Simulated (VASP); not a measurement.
```yaml
crystal:
  lattice:
    - [3.56297, 0.00000, 0.00000]
    - [-1.78149, 3.08562, 0.00000]
    - [0.00000, 0.00000, 15.70511]
  atoms:
    - { symbol: Ga, position: [0.33333, 0.66667, 0.17253] }
    - { symbol: Ga, position: [0.66667, 0.33333, 0.67253] }
    - { symbol: Ga, position: [0.66667, 0.33333, 0.82747] }
    - { symbol: Ga, position: [0.33333, 0.66667, 0.32747] }
    - { symbol: S, position: [0.33333, 0.66667, 0.60334] }
    - { symbol: S, position: [0.66667, 0.33333, 0.10334] }
    - { symbol: S, position: [0.66667, 0.33333, 0.39666] }
    - { symbol: S, position: [0.33333, 0.66667, 0.89666] }
```

Method: PBEsol GGA, VASP's PBE PAW potentials (set 64) (plane waves; VASP). Run with 400 eV cut-off, Gaussian smearing of 0.050 eV, potentials Ga_d S.

Without a dispersion term in the relaxation, distances and binding between the weakly bound layers, chains or molecules are unreliable, and so is what depends on them.

Task: Give the energies of bands 29 to 42 at the high-symmetry points, in eV from the valence-band maximum.

Result: 
```
band      Γ      M      K      A      L      H
----  -----  -----  -----  -----  -----  -----
29    -1.47  -4.01  -4.98  -1.45  -3.82  -4.93
30    -1.47  -3.55  -4.84  -1.45  -3.82  -4.93
31    -1.39  -2.85  -4.59  -1.45  -2.81  -4.48
32    -1.39  -2.77  -4.41  -1.45  -2.81  -4.48
33    -1.37  -2.73  -2.97  -1.32  -2.55  -2.92
34    -1.37  -2.63  -2.97  -1.32  -2.55  -2.92
35    -1.35  -2.50  -2.27  -1.32  -2.52  -2.43
36    -1.29  -2.32  -2.27  -1.32  -2.52  -2.43
37    -1.29  -2.12  -1.96  -0.67  -1.89  -1.84
38     0.00  -1.66  -1.96  -0.67  -1.89  -1.84
39     1.83   1.62   1.78   2.23   1.81   1.98
40     2.47   1.85   2.24   2.23   1.81   1.98
41     2.98   2.06   3.37   3.04   2.17   3.26
42     3.13   2.46   3.37   3.04   2.17   3.26
```

The gap is indirect, 1.62 eV, from the valence maximum at Γ to the conduction minimum at M.

The structure was generated: GaS was put into the beta-GaS type (P6_3/mmc), which need not be its known phase. It was relaxed first.
